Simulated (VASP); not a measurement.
Crystal: NiF.

```xyz
2
Lattice="0.0000 2.3348 2.3348 2.3348 0.0000 2.3348 2.3348 2.3348 0.0000" Properties=species:S:1:pos:R:3 pbc="T T T"
Ni    0.0000    0.0000    0.0000
F     3.5023    3.5023    3.5023
```

The cell was built by a generator and needn't be a form met in nature.

| Quantity | Value |
| --- | --- |
| Program | VASP 6.6.1 |
| Task | relaxation of cell and atoms |
| Functional | PBE |
| Potentials or basis | VASP PAW PBE potentials, release 64 (Ni, F) |
| Cutoff | 600 eV |
| k mesh | 10 × 10 × 10 |
| Occupations | gaussian, width 0.05 eV |
| Spin | collinear spin, ferromagnetic start |
| Starting moments | [1.0, 0.0] μB |

At the start: pressure 7.0 GPa; volume 12.73 Å³/atom.

Question: Where does the relaxation end?

Answer: Over 3 steps the energy falls by 22.2 meV/atom and the volume is 13.82 Å³/atom (+8.6 %); space group F-43m (No. 216, to 0.05 Å); moment 1.20 μB per cell.

Step by step:
```
step  energy change (eV)  largest force (eV/Å)  pressure (GPa)  volume (Å³)
   1              0.0000                0.0000            7.04        25.46
   2             -0.0444                0.0000            0.16        27.57
   3             -0.0444                0.0000           -0.03        27.64
```

Final structure:
```yaml
crystal:
  lattice:
    - [0.00000, 2.39968, 2.39968]
    - [2.39968, 0.00000, 2.39968]
    - [2.39968, 2.39968, 0.00000]
  atoms:
    - { symbol: Ni, position: [0.00000, 0.00000, 0.00000] }
    - { symbol: F, position: [0.75000, 0.75000, 0.75000] }
```

Caveat: a cell with one magnetic atom can't hold antiferromagnetic order, which such compounds often take.
